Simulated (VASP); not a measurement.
Given:

```
CELL_PARAMETERS angstrom
      2.27838    -3.94626     0.00000
      2.27838     3.94626     0.00000
      0.00000     0.00000     7.43861
ATOMIC_POSITIONS crystal
  Ag 0.66667 0.33333 0.50008
  Ag 0.33333 0.66667 0.00008
  I  0.66667 0.33333 0.87492
  I  0.33333 0.66667 0.37492
```

Level of theory: PBEsol GGA, VASP's PBE PAW potentials (set 64) (plane waves; VASP). Settings: 400 eV cut-off, Gaussian smearing of 0.050 eV, potentials Ag I.

Unless said otherwise, spin-orbit coupling is left out, though it shifts the bands of the heavy elements here.

Give the energies of bands 8 to 21 at the high-symmetry points, in eV from the valence-band maximum.

| band | Γ | M | K | A | L | H |
|---|---|---|---|---|---|---|
| 8 | -4.22 | -3.88 | -3.97 | -4.30 | -4.02 | -3.94 |
| 9 | -3.24 | -3.23 | -3.27 | -3.18 | -3.14 | -3.25 |
| 10 | -3.24 | -3.16 | -3.27 | -3.18 | -3.14 | -3.25 |
| 11 | -3.14 | -3.11 | -3.25 | -3.18 | -3.04 | -3.00 |
| 12 | -3.14 | -3.09 | -3.24 | -3.18 | -3.04 | -3.00 |
| 13 | -3.04 | -2.84 | -2.70 | -1.77 | -2.93 | -2.87 |
| 14 | -0.76 | -2.74 | -2.70 | -1.77 | -2.93 | -2.87 |
| 15 | -0.76 | -2.32 | -2.69 | -0.39 | -1.32 | -2.05 |
| 16 | -0.07 | -1.89 | -1.62 | -0.39 | -1.32 | -2.05 |
| 17 | 0.00 | -1.11 | -1.62 | -0.39 | -1.30 | -1.19 |
| 18 | 0.00 | -0.76 | -1.41 | -0.39 | -1.30 | -1.19 |
| 19 | 1.23 | 3.25 | 4.20 | 2.56 | 3.13 | 3.85 |
| 20 | 2.50 | 3.46 | 4.50 | 2.56 | 3.13 | 3.85 |
| 21 | 5.62 | 4.67 | 4.50 | 5.53 | 4.74 | 5.55 |

The gap is direct, 1.23 eV, from the valence maximum at Γ to the conduction minimum at Γ.

The compound is AgI in the wurtzite structure. It was relaxed first.
